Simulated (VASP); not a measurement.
The system is CsCrN.

```
Cs Cr N
1.0
     3.95227    0.00000    0.00000
     0.00000    3.95227    0.00000
     0.00000    0.00000    3.03354
Cs Cr N
1 1 1
Direct
  0.50000 0.50000 0.00000
  0.50000 0.50000 0.50000
  0.00000 0.00000 0.00000
```

The cell was built by a generator and needn't be a form met in nature.

| Item | Value |
| --- | --- |
| Program | VASP 6.6.1 |
| Task | relaxation of cell and atoms |
| Functional | PBE |
| Potentials or basis | VASP PAW PBE potentials, release 64 (Cs_sv, Cr_pv, N) |
| Cutoff | 600 eV |
| k mesh | 7 × 7 × 9 |
| Occupations | gaussian, width 0.05 eV |
| Spin | collinear spin, ferromagnetic start |
| Starting moments | [0.0, 3.0, 0.0] μB |

At the start: pressure 319.2 GPa; volume 15.80 Å³/atom.

Q: How do energy, volume and symmetry change on relaxing?

A: Over 12 steps the energy falls by 16048.5 meV/atom and the volume is 26.63 Å³/atom (+68.6 %); space group P4/mmm (No. 123, to 0.05 Å); moment 6.73 μB per cell.

The path:
| step | energy change (eV) | largest force (eV/Å) | pressure (GPa) | volume (Å³) |
| --- | --- | --- | --- | --- |
| 1 | 0.0000 | 0.0000 | 319.18 | 47.39 |
| 2 | 187.8774 | 0.0000 | -76.25 | 241.07 |
| 3 | -6.9706 | 0.0000 | -79.45 | 135.37 |
| 4 | -43.1183 | 0.0000 | -25.99 | 101.05 |
| 5 | -46.8845 | 0.0000 | -11.98 | 91.15 |
| 6 | -47.9597 | 0.0000 | -4.70 | 84.41 |
| 7 | -48.1413 | 0.0000 | -0.88 | 80.91 |
| 8 | -48.1451 | 0.0000 | -0.07 | 80.25 |
| 9 | -48.1455 | 0.0000 | 0.05 | 79.96 |
| 10 | -48.1455 | 0.0000 | 0.12 | 79.79 |
| 11 | -48.1455 | 0.0000 | -0.13 | 79.99 |
| 12 | -48.1456 | 0.0000 | 0.00 | 79.88 |

Final structure:
```cif
data_structure
_symmetry_space_group_name_H-M 'P 1'
_symmetry_Int_Tables_number 1
_cell_length_a 3.9095
_cell_length_b 3.9095
_cell_length_c 5.2266
_cell_angle_alpha 90.000
_cell_angle_beta 90.000
_cell_angle_gamma 90.000
_cell_volume 79.88
loop_
_atom_site_label
_atom_site_type_symbol
_atom_site_fract_x
_atom_site_fract_y
_atom_site_fract_z
_atom_site_occupancy
Cs1 Cs 0.50000 0.50000 0.00000 1
Cr1 Cr 0.50000 0.50000 0.50000 1
N1 N 0.00000 0.00000 0.00000 1
```

Caveat: the volume moved by over 15 % at a fixed basis, so the end points are rough; a cell with one magnetic atom can't hold antiferromagnetic order, which such compounds often take.
